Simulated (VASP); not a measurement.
An input for Ansatz (written as the equivalent of a VASP run, and not itself run):

Ansatz 0.2 input:
```yaml
crystal:
  lattice:
    - [0.0000000, 3.2549229, 3.2549229]
    - [3.2549229, 0.0000000, 3.2549229]
    - [3.2549229, 3.2549229, 0.0000000]
  atoms:
    - { symbol: Hg, position: [0.0000000, 0.0000000, 0.0000000] }
    - { symbol: Te, position: [0.2500000, 0.2500000, 0.2500000] }
kpoints:
  mp_grid: { grid: [9, 9, 9] }
hamiltonian:
  xc: pbesol
  pseudopotentials: { kind: paw }
scf:
  occupations: { method: methfessel_paxton, width: 0.1 }
  max_iter: 100
relax:
  max_steps: 60
  f_tol: 0.01
  cell: {}
output: { forces: true, stress: true, eigenvalues: true }
```

Write the VASP files for the same calculation (PBEsol).

This is not unique; one that fits is 
KPOINTS:
```
kpoints
0
gamma
  9 9 9
0 0 0
```

**INCAR**
```
SYSTEM = HgTe
PREC = Accurate
ENCUT = 400
EDIFF = 1E-6
NELM = 100
ALGO = Normal
LREAL = .FALSE.
LASPH = .TRUE.
ISMEAR = 1
SIGMA = 0.1
GGA = PS
LMAXMIX = 6
LWAVE = .FALSE.
LCHARG = .FALSE.
IBRION = 2
ISIF = 3
NSW = 60
EDIFFG = -0.01
```

### POSCAR
```
HgTe
1
    0.0000000000     3.2549229257     3.2549229257
    3.2549229257    -0.0000000000     3.2549229257
    3.2549229257     3.2549229257    -0.0000000000
Hg Te
1 1
Direct
  0.0000000000   0.0000000000   0.0000000000
  0.2500000000   0.2500000000   0.2500000000
```

POTCAR, in this order: Hg Te (PBE.64 set). Program: vasp_std.

The two are equivalent in intent, not identical: each code has its own PAW files, so the cut-off isn't converted (ENCUT is set for VASP's; basis.ecutwfc is left out, and Ansatz then takes the one that its files recommend); Ansatz stops its SCF on the density residual and VASP on the energy change (EDIFF).

The structure was generated: HgTe was put into the zinc blende type (F-43m), which need not be its known phase. This run relaxes it. Symmetry was kept, so distortions that lower it aren't found. The start is the result of an earlier pass.
